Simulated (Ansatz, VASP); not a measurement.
# Zn2SeS ([001] superlattice of 2 + 2 monolayers (invented)) in two plane-wave programs, part 2 of 2

One calculation is typed for both programs; each brings its own data sets. How far apart do they land? The cell is generated by rule, not measured, and may not be a known phase. The cell is taken from a series of runs on this material, whose earlier steps may have relaxed, scaled, displaced or heated it; both programs get it as it stands.

VASP 6.6.1 and Ansatz 0.2.0.

So far: Set-up; VASP: relaxation of cell and atoms, r2SCAN.

**3. Ansatz: relaxation of cell and atoms, r2SCAN**

Level of this step: Ansatz beside VASP: Kohn-Sham DFT, plane waves, r2SCAN (Ansatz).

Ansatz runs on its PAW soft_1 files.

The same cell, functional and mesh now go to Ansatz, which takes its cutoff from its data sets.

Input file input.yaml:

```yaml
crystal:
  lattice:
    - [3.9120101278, 0.0, 0.0]
    - [0.0, 3.9120101278, 0.0]
    - [0.0, 0.0, 11.0380823672]
  atoms:
    - { symbol: Zn, position: [0.0, 0.0, 0.7366634613] }
    - { symbol: Se, position: [0.0, 0.5, 0.8684199273] }
    - { symbol: Zn, position: [0.5, 0.5, 0.0] }
    - { symbol: Se, position: [0.5, 0.0, 0.1315800727] }
    - { symbol: Zn, position: [0.0, 0.0, 0.2633365387] }
    - { symbol: S, position: [0.0, 0.5, 0.3816845063] }
    - { symbol: Zn, position: [0.5, 0.5, 0.5] }
    - { symbol: S, position: [0.5, 0.0, 0.6183154937] }
kpoints:
  mp_grid: { grid: [6, 6, 2] }
hamiltonian:
  xc: r2scan
  pseudopotentials: { kind: paw, azcp: { folder: soft_1 } }
scf:
  occupations: { method: fixed }
output:
  forces: true
  stress: true
  eigenvalues: true
  write_density: true
  write_potential: true
  elf: true
  volumetric_format: npy
relax:
  adjacent_minimum: "off"
  f_tol: 0.001
  max_steps: 60
  cell: { stress_tol: 0.01 }
```

The run is started by

```
> ansatz run input.yaml --threads 4 --pin off --max-ram 10240MiB --backend cpu --events-out ev --progress --plain --runs-dir out
```

Numbers of over 12 decimals in the logs are rounded to 6 here.

Output:

```text
Engine: ansatz 0.2.0, x86_64-unknown-linux-gnu
Pseudopotentials: kind: paw
Pseudopotential: Zn, paw, valence charge 12, recommended cutoff 500 eV (meta_gga), soft_1/Zn.paw.azcp
Pseudopotential: Se, paw, valence charge 16, recommended cutoff 500 eV (meta_gga), soft_1/Se.paw.azcp
Pseudopotential: S, paw, valence charge 6, recommended cutoff 500 eV (meta_gga), soft_1/S.paw.azcp
Functional definition: r2SCAN
  parameter k0 = 0.174
  parameter k1 = 0.065
  parameter a1 = 4.9479
  exchange = r2scan_x(k0 = k0, k1 = k1, a1 = a1)
  correlation = r2scan_c
Crystal: 8 atoms, lattice volume = 168.925 Å³
Basis set: ecut = 500 eV, 4281 PW (Γ), exchange–correlation on 120×120×324 points (64 copies of the dense FFT grid, shifted against one another)
Bands: 56, of which v1, the nominal top of the filled ones, is band 46 counted from 1 (45 counted from 0)
Symmetry: 8 space group operations
Space group: P-4m2 (ITA 115), of the structure as read, at distance tolerance 5.5e-5 Å
k-points: 20 of 72
Non-local potential: Zn, projectors of the file, l = 0: 2, l = 1: 2, l = 2: 3, l = 3: 1
Non-local potential: Se, projectors of the file, l = 0: 2, l = 1: 2, l = 2: 3, l = 3: 1
Non-local potential: S, projectors of the file, l = 0: 2, l = 1: 2, l = 2: 1
PAW form: soft (Blöchl's): semilocal exchange-correlation on the pseudo side does not see the compensation charge
PAW frozen core: Zn, regenerated for the run's functional (the file was generated under x = pbe(κ = 0.804, μ = 0.219515), c = pbe(β = 0.066725))
PAW frozen core: Se, regenerated for the run's functional (the file was generated under x = pbe(κ = 0.804, μ = 0.219515), c = pbe(β = 0.066725))
PAW frozen core: S, regenerated for the run's functional (the file was generated under x = pbe(κ = 0.804, μ = 0.219515), c = pbe(β = 0.066725))
PAW one-centre angular grid: Zn, 590 points (default); XC on 160 Gauss nodes
PAW one-centre angular grid: Se, 590 points (default); XC on 160 Gauss nodes
PAW one-centre angular grid: S, 302 points (default); XC on 160 Gauss nodes
Initial density: superposition of atomic densities (chi_scale 0.1, normalization cell, long waves kept (reshape's long-wave potential 0.52 eV rms))
Initial wavefunctions: pseudopotential atomic-orbital guess
Functional: x = r2scan, c = r2scan; τ floored in thin density (d = 2e-4 eV/Å³)
SCF iter   1: F=—  HF=-26079.029559 eV  |F-HF|=—  |Δ(HF+E_count)|=         —  Δρ=6.68e-2  dr2=5.53e0  dr2_τ=4.42e-2  ethr=3.10e-3  ⟨swp⟩=5.0  Hψ=4245  notcnv=0  defer=138
preconditioner: auto → Resta (q_TF=auto, 2.466 Å⁻¹)  ε∞=4.9  [insulator: Δε(μ)=1.445 eV  Ē_g=12.334 eV  n_scr=48 (ndim 8)  ℏωp=24.2 eV  f_vac=0.014  ε∞_Penn≈4.9]
SCF iter   2: F=—  HF=-26077.982968 eV  |F-HF|=—  |Δ(HF+E_count)|=    1.05e0  Δρ=1.96e-2  dr2=6.62e-1  dr2_τ=9.64e-3  ethr=3.10e-3  ⟨swp⟩=2.4  Hψ=2077  notcnv=0  defer=137
SCF iter   3: F=—  HF=-26077.875665 eV  |F-HF|=—  |Δ(HF+E_count)|=   1.07e-1  Δρ=1.41e-2  dr2=2.37e-1  dr2_τ=2.28e-3  ethr=7.20e-4  ⟨swp⟩=2.3  Hψ=2015  notcnv=0  defer=151
SCF iter   4: F=—  HF=-26077.854121 eV  |F-HF|=—  |Δ(HF+E_count)|=   2.15e-2  Δρ=4.67e-3  dr2=2.69e-2  dr2_τ=2.84e-4  ethr=2.57e-4  ⟨swp⟩=2.8  Hψ=1762  notcnv=0  defer=157
SCF iter   5: F=—  HF=-26077.862756 eV  |F-HF|=—  |Δ(HF+E_count)|=   8.64e-3  Δρ=9.36e-4  dr2=1.83e-3  dr2_τ=6.85e-5  ethr=2.92e-5  ⟨swp⟩=2.0  Hψ=1986  notcnv=0  defer=159
SCF iter   6: F=—  HF=-26077.862788 eV  |F-HF|=—  |Δ(HF+E_count)|=   3.12e-5  Δρ=5.68e-4  dr2=3.15e-4  dr2_τ=5.39e-6  ethr=1.99e-6  ⟨swp⟩=2.0  Hψ=2011  notcnv=0  defer=160
SCF iter   7: F=—  HF=-26077.862849 eV  |F-HF|=—  |Δ(HF+E_count)|=   6.18e-5  Δρ=3.31e-4  dr2=1.25e-4  dr2_τ=1.39e-6  ethr=3.42e-7  ⟨swp⟩=2.0  Hψ=1980  notcnv=0  defer=153
SCF iter   8: F=—  HF=-26077.862883 eV  |F-HF|=—  |Δ(HF+E_count)|=   3.33e-5  Δρ=1.46e-4  dr2=2.28e-5  dr2_τ=3.28e-7  ethr=1.36e-7  ⟨swp⟩=2.0  Hψ=1692  notcnv=0  defer=119
SCF iter   9: F=—  HF=-26077.862896 eV  |F-HF|=—  |Δ(HF+E_count)|=   1.33e-5  Δρ=5.32e-5  dr2=2.15e-6  dr2_τ=2.39e-8  ethr=2.47e-8  ⟨swp⟩=2.0  Hψ=1978  notcnv=0  defer=89
SCF iter  10: F=-26077.862899 eV  HF=-26077.862899 eV  |F-HF|=1.38e-8  |Δ(HF+E_count)|=   2.66e-6  Δρ=6.00e-6  dr2=6.15e-8  dr2_τ=3.06e-9  ethr=1.09e-10  ⟨swp⟩=17.9  Hψ=11099  notcnv=0
SCF 1 converged in 10 iterations: F = -26077.862899 eV  dr2 = 6.15e-8
  greatest PAW one-centre occupation: 1.000 electrons in one spin orbital (limit 2), on the Se atom at site 1 (counted from 0), in its partial waves of l = 2
relax step   1: F+E_penalty+E_count = -26077.86289873 eV  Δ(F+E_penalty+E_count) = +0.000e0 eV  max|allowed force component| = 5.487e-4 eV/Å  Δτ_max = 0.0000 Å  P = -0.001 GPa  Ω = 168.925 Å³  (10 SCF iters, dr2 threshold 1.00e-7 eV, accepted)
Initial density: handed on by an earlier stage of this run
Initial wavefunctions: pseudopotential atomic-orbital guess (no wavefunctions were taken with the density)
iter 1 solved again at ethr=7.53e-8 eV; its pass at ethr=3.10e-3 eV (dr2=6.93e-5 eV) is discarded
SCF iter   1: F=—  HF=-26077.862873 eV  |F-HF|=—  |Δ(HF+E_count)|=         —  Δρ=6.01e-6  dr2=6.38e-8  dr2_τ=3.09e-9  ethr=7.53e-8  ⟨swp⟩=4.1  Hψ=7574  notcnv=0  defer=160
preconditioner: auto → Resta (q_TF=auto, 2.466 Å⁻¹)  ε∞=5.4  [insulator: Δε(μ)=2.171 eV  Ē_g=11.563 eV  n_scr=48 (ndim 8)  ℏωp=24.2 eV  f_vac=0.070  ε∞_Penn≈5.4]
SCF iter   2: F=—  HF=-26077.862899 eV  |F-HF|=—  |Δ(HF+E_count)|=   2.57e-5  Δρ=3.88e-6  dr2=2.35e-8  dr2_τ=4.30e-10  ethr=6.93e-11  ⟨swp⟩=3.0  Hψ=2301  notcnv=0  defer=140
SCF iter   3: F=—  HF=-26077.862899 eV  |F-HF|=—  |Δ(HF+E_count)|=   1.61e-8  Δρ=1.91e-6  dr2=4.64e-9  dr2_τ=9.49e-11  ethr=2.55e-11  ⟨swp⟩=2.0  Hψ=1695  notcnv=0  defer=140
SCF iter   4: F=—  HF=-26077.862899 eV  |F-HF|=—  |Δ(HF+E_count)|=  8.08e-10  Δρ=6.30e-7  dr2=6.44e-10  dr2_τ=1.41e-11  ethr=5.05e-12  ⟨swp⟩=2.0  Hψ=1971  notcnv=0  defer=140
SCF iter   5: F=—  HF=-26077.862899 eV  |F-HF|=—  |Δ(HF+E_count)|=  1.75e-10  Δρ=2.63e-7  dr2=1.28e-10  dr2_τ=1.15e-12  ethr=1.00e-12  ⟨swp⟩=2.5  Hψ=1752  notcnv=0  defer=140
SCF iter   6: F=—  HF=-26077.862899 eV  |F-HF|=—  |Δ(HF+E_count)|=  2.55e-11  Δρ=1.01e-7  dr2=1.96e-11  dr2_τ=2.74e-13  ethr=1.00e-12  ⟨swp⟩=1.0  Hψ=1051  notcnv=0  defer=140
SCF iter   7: F=—  HF=-26077.862899 eV  |F-HF|=—  |Δ(HF+E_count)|=  1.09e-11  Δρ=5.88e-8  dr2=4.01e-12  dr2_τ=6.12e-14  ethr=1.00e-12  ⟨swp⟩=1.0  Hψ=1051  notcnv=0  defer=140
SCF iter   8: F=-26077.862899 eV  HF=-26077.862899 eV  |F-HF|=3.64e-12  |Δ(HF+E_count)|=  3.64e-12  Δρ=2.60e-8  dr2=8.31e-13  dr2_τ=1.05e-14  ethr=1.00e-12  ⟨swp⟩=16.1  Hψ=7680  notcnv=0
SCF 2 converged in 8 iterations: F = -26077.862899 eV  dr2 = 8.31e-13
relax step   2: F+E_penalty+E_count = -26077.86289874 eV  Δ(F+E_penalty+E_count) = -1.346e-8 eV  max|allowed force component| = 5.480e-4 eV/Å  Δτ_max = 0.0000 Å  P = -0.001 GPa  Ω = 168.925 Å³  stress off target by 9.46e-4 GPa  SCF on the basis re-selected at this cell (its energy is not comparable with the rows above)  (8 SCF iters)
basis re-selected at this cell: Δ(F+E_penalty+E_count) = -1.346e-8 eV, ΔP = +0.000 GPa vs the last step (what re-selecting the basis moved, of the pressure what is left beyond the Pulay correction that the steps carried, after the strain that the cell walked since its last selection, with what the two solves' SCF thresholds leave and, on support functions, any second-order correction that the steps lacked; it is no m [...]
SCF converged after 8 iterations
Free energy (F): -26077.862899 eV
Harris-Foulkes:  -26077.862899 eV  (|F-HF|=3.64e-12)
Internal energy: -26077.862899 eV  (E = F + TS)
E sigma→0 (E₀):  -26077.862899 eV
Fermi energy:    6.031317 eV
--- Per-component energies (eV) ---
  E_band       = -815.166647
  E_kinetic    = 1017.659711
  E_local      = -14996.927012  (includes V_loc(G=0)·N_el)
  E_nonlocal   = 2666.711317
  E_hartree    = 6606.292623
  E_xc         = -608.939672
  E_vxc        = -577.319265  (∫ρ·V_xc dr)
  E_paw        = -13183.217728  (= ΣΔE_a)
  E_vpaw       = -2166.281865  (= ΣTr[D̂ρ^β])
  E_aug_tail   = 0.000281  (compensation charges beyond the density's cutoff)
  E_vtau       = 28.404999  (kinetic-family band-sum trace: ∫τ·v_τ [+ j·A + Jᵃ·Aᵃ] dr)
  E_ewald      = -7574.962898
  E_core_change = -4.479521  (= ΣΔE_core)
  E_smearing   = -0.000000  (= −TS)
  E_closure    = 0.000000  (closes the sum)
  Σ components = -26077.862899   (vs F -26077.862899, Δ=0.00e0)
--- Forces (eV/Å), atoms counted from 1 ---
  atom   1  Zn    -0.00000000     0.00000000    -0.00002807
  atom   2  Se    -0.00000000     0.00000000     0.00054800
  atom   3  Zn     0.00000000     0.00000000     0.00000000
  atom   4  Se     0.00000000     0.00000000    -0.00054800
  atom   5  Zn     0.00000000     0.00000000     0.00002807
  atom   6  S     -0.00000000     0.00000000     0.00008096
  atom   7  Zn     0.00000000     0.00000000     0.00000000
  atom   8  S      0.00000000     0.00000000    -0.00008096
  max |Σ_I F_I| component: 1.62e-27 eV/Å
--- Stress (GPa, compression-positive) ---
       -0.000946       0.000000      -0.000000
        0.000000      -0.000946       0.000000
       -0.000000       0.000000      -0.000019
  P = ⅓ Tr σ = -0.0006 GPa (-0.006 kbar)
--- Band table (eV; the first three rows and the last of 20) ---
  k-point 0: bands = [... 42 lower, 4.7951, 5.9386, 6.0313, 6.0313, 8.2028, 9.4529, 9.9833, 10.6213, ... 6 higher]
  k-point 1: bands = [... 42 lower, 5.3493, 5.3493, 5.7853, 5.7853, 9.3824, 9.4954, 9.7042, 9.8028, ... 6 higher]
  k-point 2: bands = [... 42 lower, 4.8986, 4.9157, 5.5328, 5.9602, 9.2177, 9.8536, 10.4906, 10.5398, ... 6 higher]
  k-point 19: bands = [... 42 lower, 3.4260, 3.4944, 3.6057, 3.6057, 10.2489, 10.2489, 10.5143, 10.5143, ... 6 higher]
--- Relaxed structure (1 steps of the walk, 1 accepted, 1 SCFs on fresh bases) ---
  F+E_penalty+E_count = -26077.86289874 eV   max|allowed force component| = 5.480e-4 eV/Å   (the final SCF, on the basis selected at the relaxed cell)
  cell:  # Å, volume = 168.9249 Å³
    - [3.9120101278, 0.0, 0.0]
    - [0.0, 3.9120101278, 0.0]
    - [0.0, 0.0, 11.0380823672]
  atoms:
    - { symbol: Zn, position: [0.0, 0.0, 0.736663] }
    - { symbol: Se, position: [0.0, 0.5, 0.8684199273] }
    - { symbol: Zn, position: [0.5, 0.5, 0.0] }
    - { symbol: Se, position: [0.5, 0.0, 0.1315800727] }
    - { symbol: Zn, position: [0.0, 0.0, 0.263337] }
    - { symbol: S, position: [0.0, 0.5, 0.3816845063] }
    - { symbol: Zn, position: [0.5, 0.5, 0.500000] }
    - { symbol: S, position: [0.5, 0.0, 0.618315] }
```

Reading the cycles: dr2 is the Hartree energy of the density residual (eV), the measure of convergence; HF is the Harris–Foulkes estimate of the energy, which meets the free energy F at convergence.

**4. Differences**

Known differences besides the potentials themselves: VASP keeps PBE cores, Ansatz makes them for the functional; fixed occupations in Ansatz, narrow Gaussian smearing in VASP; the data sets hold 92 valence electrons in Ansatz (on its PAW soft_1 files) and 72 in VASP; the cutoff is 500 eV in Ansatz and 550 eV in VASP; Ansatz adds a Pulay correction to the stress that steers its cell, VASP none. Total energies have different zeros and are not compared.

Both answers:

| quantity | Ansatz | VASP | difference |
| --- | --- | --- | --- |
| volume (Å³) | 168.92 | 168.88 | +0.02 % |
| edge a after relaxation, in the typed setting (Å) | 3.912 | 3.911 | +0.03 % |
| edge c after relaxation, in the typed setting (Å) | 11.038 | 11.041 | -0.03 % |

**5. Results**

```
difference in edge c after relaxation, in the typed setting (relaxation of cell and atoms, r2SCAN) : -0.027 %
```

The difference in edge c after relaxation, in the typed setting is -0.027 % (relaxation of cell and atoms, r2SCAN), within the 1.2 % picked in this series as the mark of a large difference, as far as the stopping tolerances let one tell. The data sets hold unlike numbers of valence electrons (92 in Ansatz and 72 in VASP), so part of the differences comes from the potentials. How closely two codes agree says nothing of how well the functional describes the real material.

[Lines on the potential files, build, host, timing and source positions are cut from VASP's logs without a mark.]

[Logs are printed without paths, hosts, clocks, repeated set-up lines and the standing remarks that a program may print on its own settings, such as how far it seeks lower states.]

[Hosts, paths, dates, database ids (printed as entryN), source tags and the programs' standing remarks are cut or masked in the printed files.]
